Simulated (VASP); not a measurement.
Consider the following.

```
CELL_PARAMETERS angstrom
      3.92677     0.00000     0.00000
      0.00000     3.92677     0.00000
      0.00000     0.00000     3.92677
ATOMIC_POSITIONS crystal
  Ti 0.00000 0.00000 0.00000
  Pt 0.00000 0.50000 0.50000
  Pt 0.50000 0.00000 0.50000
  Pt 0.50000 0.50000 0.00000
```

Computed with optB86b-vdW, VASP's PBE PAW potentials (set 64) (plane waves; VASP). Run with 520 eV cut-off, 8×8×8 Γ-centred mesh, first-order Methfessel-Paxton smearing of 0.10 eV, potentials Ti_sv Pt.

Unless said otherwise, spin-orbit coupling is left out, though it shifts the bands of the heavy elements here.

Task: Estimate the energy per atom (σ→0), band gap (on the k-mesh) with the smallest direct gap where there is one.

Result: 
| Property | Result |
|---|---|
| band gap (on the k-mesh) | none (metal, semimetal or under 0.01 eV) |
| energy per atom (σ→0) | -4997 meV/atom |

The compound is Pt3Ti in the L1_2 structure. It was relaxed first.
